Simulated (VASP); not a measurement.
OSZICAR of a VASP run on AlN (zinc blende):

### OSZICAR
```
       N       E                     dE             d eps       ncg     rms          rms(c)
DAV:   1     0.123212988536E+02    0.12321E+02   -0.41456E+03   768   0.840E+02
DAV:   2    -0.168665086416E+02   -0.29188E+02   -0.28572E+02   968   0.150E+02
DAV:   3    -0.174523016116E+02   -0.58579E+00   -0.58579E+00   872   0.279E+01
DAV:   4    -0.174537771409E+02   -0.14755E-02   -0.14755E-02  1136   0.130E+00
DAV:   5    -0.174537801301E+02   -0.29892E-05   -0.29892E-05   896   0.458E-02    0.895E+00
DAV:   6    -0.149134382256E+02    0.25403E+01   -0.13984E+01   808   0.245E+01    0.294E+00
DAV:   7    -0.148960133643E+02    0.17425E-01   -0.12742E-01   824   0.356E+00    0.203E+00
DAV:   8    -0.148869214253E+02    0.90919E-02   -0.17719E-02   840   0.183E+00    0.391E-01
DAV:   9    -0.148866728953E+02    0.24853E-03   -0.71826E-04  1064   0.216E-01    0.203E-01
DAV:  10    -0.148867509281E+02   -0.78033E-04   -0.16423E-04   792   0.113E-01    0.293E-02
DAV:  11    -0.148867502784E+02    0.64975E-06   -0.25390E-06   984   0.141E-02    0.112E-02
DAV:  12    -0.148867505089E+02   -0.23053E-06   -0.40666E-07   784   0.655E-03    0.871E-04
DAV:  13    -0.148867505092E+02   -0.23408E-09   -0.36004E-09   504   0.746E-04
   1 F= -.14886751E+02 E0= -.14886751E+02  d E =-.301448E-19
```

Which electronic solver shows in the log?

It is blocked Davidson (ALGO = Normal, or the opening steps of other solvers). The INCAR had ALGO = Normal.

Can the final energy be trusted as converged?

The run converged. It stopped with EDIFF = 1E-7, NELM = 100 (PW91 GGA, plane waves, VASP's PBE PAW potentials (set 64)).

The compound is AlN in the zinc blende structure, a metastable form; wurtzite is the usual one. This cell is one point of a volume scan, at 0.94 of the reference volume.
